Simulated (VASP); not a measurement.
## HfMo2: single point with LDA

HfMo2:

```
Hf Mo
1.0
     0.00000    3.72017    3.72017
     3.72017    0.00000    3.72017
     3.72017    3.72017    0.00000
Hf Mo
2 4
Direct
  0.00000 0.00000 0.00000
  0.25000 0.25000 0.25000
  0.62500 0.62500 0.62500
  0.12500 0.62500 0.62500
  0.62500 0.62500 0.12500
  0.62500 0.12500 0.62500
```

| Item | Value |
| --- | --- |
| Program | VASP 6.6.1 |
| Task | single point |
| Functional | LDA |
| Potentials or basis | VASP PAW LDA potentials, release 64 (Hf_pv, Mo_sv) |
| Cutoff | 520 eV |
| k mesh | 5 × 5 × 5 |
| Occupations | fermi-dirac, width 0.05 eV |
| Spin | no spin polarisation |
| Dipole correction | no |
| Further INCAR settings | ALGO = Fast; EDIFF = 1e-06; NBANDS = 47 |

```
Pressure               : 0.6 GPa
Band gap on the k mesh : none (metal or under the smearing width)
```

Levels at points of the mesh, in eV from the Fermi level:
```csv
k point,band 34,band 35,band 36,band 37,band 38,band 39,band 40,band 41
"(0.00, 0.00, 0.00)",-0.45,0.47,0.47,0.47,0.87,0.87,0.87,1.43
```

It took 42 s on 1 thread of Intel(R) Xeon(R) Platinum 8488C (Sapphire Rapids), with other jobs on the host, peak memory 0.21 GiB.

Spin-orbit coupling is left out, which matters for the levels of Hf.
